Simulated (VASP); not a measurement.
Output of a VASP run:

**OSZICAR**
```
       N       E                     dE             d eps       ncg     rms          rms(c)
DAV:   1     0.528573972681E+03    0.52857E+03   -0.21988E+04  2655   0.288E+03
DAV:   2     0.587559843460E+02   -0.46982E+03   -0.45467E+03  2236   0.700E+02
DAV:   3    -0.236810250796E+02   -0.82437E+02   -0.80232E+02  2511   0.181E+02
DAV:   4    -0.282522527794E+02   -0.45712E+01   -0.45315E+01  2889   0.479E+01
DAV:   5    -0.283820299160E+02   -0.12978E+00   -0.12968E+00  3095   0.743E+00    0.115E+01
DAV:   6    -0.277344103961E+02    0.64762E+00   -0.92352E+00  2736   0.172E+01    0.609E+00
DAV:   7    -0.273661357949E+02    0.36827E+00   -0.17477E+00  2458   0.861E+00    0.307E+00
DAV:   8    -0.273448350051E+02    0.21301E-01   -0.31444E-01  2918   0.297E+00    0.122E+00
DAV:   9    -0.273261738001E+02    0.18661E-01   -0.92058E-02  2632   0.185E+00    0.249E-01
DAV:  10    -0.273261827234E+02   -0.89234E-05   -0.69049E-03  2775   0.654E-01    0.103E-01
DAV:  11    -0.273262366151E+02   -0.53892E-04   -0.46656E-04  2896   0.321E-01    0.411E-02
DAV:  12    -0.273262257842E+02    0.10831E-04   -0.95507E-05  2958   0.923E-02    0.978E-03
DAV:  13    -0.273262275805E+02   -0.17963E-05   -0.76615E-06  2119   0.271E-02    0.325E-03
DAV:  14    -0.273262275618E+02    0.18725E-07   -0.17267E-06  1770   0.119E-02
   1 F= -.27326228E+02 E0= -.27318406E+02  d E =-.156439E-01
```

**OUTCAR**
```
------------------------ aborting loop because EDIFF is reached ----------------------------------------
  FORCE on cell =-STRESS in cart. coord.  units (eV):
  Direction    XX          YY          ZZ          XY          YZ          ZX
  --------------------------------------------------------------------------------------
  Total       -0.8739151     -0.8739151     -0.8462150      0.0000000      0.0000000      0.0000000
  in kB      -13.1384766    -13.1384766    -12.7220328      0.0000000      0.0000000      0.0000000
  external PRESSURE =     -12.9996620 kB  Pullay stress =       0.0000000 kB
  volume of cell :      106.57
      direct lattice vectors                 reciprocal lattice vectors
    -2.281800000  2.281800000  5.117050000     0.000000000  0.219125252  0.097712549
     2.281800000 -2.281800000  5.117050000     0.219125252  0.000000000  0.097712549
     2.281800000  2.281800000 -5.117050000     0.219125252  0.219125252  0.000000000
 POSITION                                       TOTAL-FORCE (eV/Angst)
 -----------------------------------------------------------------------------------
      0.00000      0.00000      0.00000        -0.000000     -0.000000      0.044584
      0.00000      0.00000      6.63067        -0.000000     -0.000000      0.098174
      0.00000      0.00000      4.09773         0.000000      0.000000      0.095824
      0.00000      2.28180      2.59639        -0.000000     -0.000000     -0.119291
      2.28180      0.00000      2.59639         0.000000      0.000000     -0.119291
 -----------------------------------------------------------------------------------
    total drift:                               -0.000001     -0.000001     -0.001487
  FREE ENERGIE OF THE ION-ELECTRON SYSTEM (eV)
  ---------------------------------------------------
  free  energy   TOTEN  =       -27.3262275618 eV

  energy  without entropy=      -27.3105836685  energy(sigma->0) =      -27.31840562
```
(Selected blocks of OUTCAR.)

POSCAR:
```
BaGe3Pt
1
   -2.2818000000     2.2818000000     5.1170500000
    2.2818000000    -2.2818000000     5.1170500000
    2.2818000000     2.2818000000    -5.1170500000
Ba Pt Ge
1 1 3
Direct
  0.0000000000   0.0000000000   0.0000000000
  0.6479000000   0.6479000000   0.0000000000
  0.4004000000   0.4004000000   0.0000000000
  0.7537000000   0.2537000000   0.5000000000
  0.2537000000   0.7537000000   0.5000000000
```

Question: Reconstruct the remaining input files.

Answer: This is not unique; one that fits is the input of the run itself, PBEsol GGA, plane waves, VASP's PBE PAW potentials (set 64).

KPOINTS:
```
Regular mesh
0
gamma
  6 6 6
0 0 0
```

INCAR:
```
# general
SYSTEM  = BaGe3Pt
PREC    = Accurate
ENCUT   = 300
LREAL   = F
LASPH   = T

# electronic loop
EDIFF   = 1E-6
NELM    = 100
ALGO    = Normal
LMAXMIX = 6

# smearing
ISMEAR  = -1
SIGMA   = 0.05

# functional
GGA     = PS

# ions
ISIF    = 2

# output
LWAVE   = F
LCHARG  = F
```

POTCAR, in this order: Ba_sv Pt Ge_d (PBE.64 set). Program: vasp_std.

At this cut-off the stress carries a Pulay error, which pulls relaxed volumes low.

The structure comes from a measured BaGe3Pt entry of the Crystallography Open Database, whose conditions weren't checked. The cell was not relaxed at this level. The k-mesh is coarse (spacing up to 0.32 per Å, 2π included), so the numbers may not be converged in it.
